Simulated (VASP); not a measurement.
**B: single point with LDA**

B:

```
B
1.0
     1.70243    0.00000    0.00000
    -0.85122    1.50384    0.00000
     0.00000    0.00000    3.63542
B
1
Direct
  0.00000 0.00000 0.00000
```

The cell isn't the ideal one: strain +0.0200 x Voigt [0, 1, 0, 0, 0, 0], atoms carried along.

```yaml
Program: VASP 6.6.1
Task: single point
Functional: LDA
Potentials_or_basis: VASP PAW LDA potentials, release 64 (B)
Cutoff: 520 eV
k_mesh: 33 × 33 × 14
Occupations: gaussian, width 0.15 eV
Spin: no spin polarisation
Dipole_correction: no
Further_INCAR_settings: ALGO = Fast; EDIFF = 1e-06; NBANDS = 8
```

* Pressure: -8.0 GPa
* Band gap on the k mesh: none (metal or under the smearing width)

Stress tensor (GPa, compression positive):
```
 -6.92   0.00   0.00
  0.00 -15.67   0.00
  0.00   0.00  -1.37
```

Levels at points of the mesh, in eV from the Fermi level:
| k point | band 1 | band 2 | band 3 | band 4 | band 5 | band 6 | band 7 |
| --- | --- | --- | --- | --- | --- | --- | --- |
| (0.00, 0.00, 0.00) | -16.88 | -6.54 | 2.20 | 23.41 | 24.16 | 25.86 | 32.04 |
| (0.00, 0.00, 0.50) | -16.53 | -8.53 | 8.84 | 13.84 | 23.42 | 24.17 | 44.67 |

Run time: 79 s on 1 thread of Intel(R) Xeon(R) Platinum 8488C (Sapphire Rapids), with other jobs on the host, peak memory 0.24 GiB.
